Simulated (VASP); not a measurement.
The input files of a VASP run:

### POSCAR
```
Tl
1.0
  1.6733435608  -2.9498555074   0.0000000000
  1.7626123161   3.0013948455   0.0000000000
  0.0000000000   0.0000000000   5.5623181137
Tl
2
Direct
  0.3333330000   0.6666670000   0.2500000000
  0.6666670000   0.3333330000   0.7500000000
```

### KPOINTS
```
Automatic mesh
0
Gamma
12 12 6
0 0 0
```

**INCAR**
```
NSW  =  30   ! most ionic steps
GGA  =  PS   ! PBEsol
ALGO  =  Normal   ! blocked Davidson
ISIF  =  2
SIGMA  =  0.1
EDIFF  =  1E-7
PREC  =  Accurate
LMAXMIX  =  4   ! l cut-off of mixed one-centre charges
LASPH  =  .TRUE.   ! aspherical one-centre terms
LREAL  =  .FALSE.
ENCUT  =  480
IBRION  =  2   ! conjugate gradients
ISMEAR  =  1   ! Methfessel-Paxton
EDIFFG  =  -0.01   ! ionic stop
LWAVE  =  .FALSE.
SYSTEM  =  Tl
NELM  =  100
LCHARG  =  .FALSE.
```

POTCAR, in this order: Tl_d (PBE.64 set). Program: vasp_std.

Q: Translate this PBEsol calculation to Quantum ESPRESSO's pw.x.

A: One equivalent input (not run):
```
&CONTROL
  calculation = 'relax'
  pseudo_dir = './pseudo'
  outdir = './out'
  tprnfor = .true.
  tstress = .true.
  nstep = 30
  forc_conv_thr = 0.00039
/
&SYSTEM
  ibrav = 0
  nat = 2
  ntyp = 1
  ecutwfc = 62
  occupations = 'smearing'
  smearing = 'methfessel-paxton'
  degauss = 0.00735
  input_dft = 'pbesol'
/
&ELECTRONS
  conv_thr = 7.3e-09
  electron_maxstep = 100
/
&IONS
/
ATOMIC_SPECIES
  Tl 204.380 Tl.upf
CELL_PARAMETERS angstrom
     1.6733436   -2.9498555    0.0000000
     1.7626123    3.0013948    0.0000000
     0.0000000    0.0000000    5.5623181
ATOMIC_POSITIONS crystal
  Tl   0.3333330  0.6666670  0.2500000
  Tl   0.6666670  0.3333330  0.7500000
K_POINTS automatic
  12 12 6 0 0 0
```
Limits of the translation: the potentials are each code's own (VASP's PAW set, PseudoDojo norm-conserving files in pw.x), so ENCUT and ecutwfc are chosen apart and not converted; conv_thr bounds pw.x's estimated SCF error, while EDIFF bounds the energy change between steps; forc_conv_thr acts on force components and is met together with etot_conv_thr.

The compound is Tl in the hcp structure. This cell was strained or had an atom moved on purpose. Symmetry was kept, so distortions that lower it aren't found.
